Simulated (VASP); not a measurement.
Computed with PBE GGA, VASP's PBE PAW potentials (set 64) (plane waves; VASP).

VASP input:

### INCAR
```
SYSTEM = K4BrCl3
PREC = Accurate; ENCUT = 400; LREAL = .False.
LASPH = .True.
EDIFF = 1E-6; NELM = 100; ALGO = Normal
LMAXMIX = 4
ISMEAR = 0; SIGMA = 0.05
GGA = PE
IBRION = 2; NSW = 60; ISIF = 3
EDIFFG = -0.02
LWAVE = .False.; LCHARG = .False.
```

### KPOINTS
```
Regular mesh
0
Gamma
3 3 3
```

**POSCAR**
```
K4BrCl3
1
    6.4851158367     0.0000000000    -0.0000000000
    0.0000000000     6.4851158367    -0.0000000000
    0.0000000000    -0.0000000000     6.4851158367
K Cl Br
4 3 1
Direct
  0.0000000000   0.0000000000   0.0000000000
  0.5000000000   0.5000000000   0.0000000000
  0.5000000000   0.0000000000   0.5000000000
  0.0000000000   0.5000000000   0.5000000000
  0.5000000000   0.5000000000   0.5000000000
  0.0000000000   0.0000000000   0.5000000000
  0.0000000000   0.5000000000   0.0000000000
  0.5000000000   0.0000000000   0.0000000000
```

POTCAR, in this order: K_sv Cl Br (PBE.64 set). Program: vasp_std.

Predict the energy per atom (σ→0), band gap (on the k-mesh).

| Item | Result |
|---|---|
| energy per atom (σ→0) | -3.325 eV/atom |
| band gap (on the k-mesh) | 4.79 eV |

OSZICAR:
```
...
DAV:   8    -0.265934467654E+02   -0.53148E-01   -0.10997E-01   346   0.165E+00    0.525E-01
DAV:   9    -0.265948817743E+02   -0.14350E-02   -0.15782E-02   384   0.447E-01    0.200E-01
DAV:  10    -0.265988366897E+02   -0.39549E-02   -0.45085E-03   344   0.313E-01    0.294E-02
DAV:  11    -0.265990503570E+02   -0.21367E-03   -0.35902E-04   418   0.733E-02    0.166E-02
DAV:  12    -0.265990815002E+02   -0.31143E-04   -0.77335E-05   322   0.436E-02    0.981E-03
DAV:  13    -0.265990801290E+02    0.13712E-05   -0.69677E-06   320   0.168E-02    0.606E-03
DAV:  14    -0.265990809510E+02   -0.82200E-06   -0.21887E-06   262   0.587E-03
   1 F= -.26599081E+02 E0= -.26599081E+02  d E =-.265991E+02
```

The structure was generated: K4BrCl3 was put into an ordered model structure (Pm-3m), which need not be its known phase. It was relaxed first, which changed the volume by +6 %. The start is the result of an earlier pass.
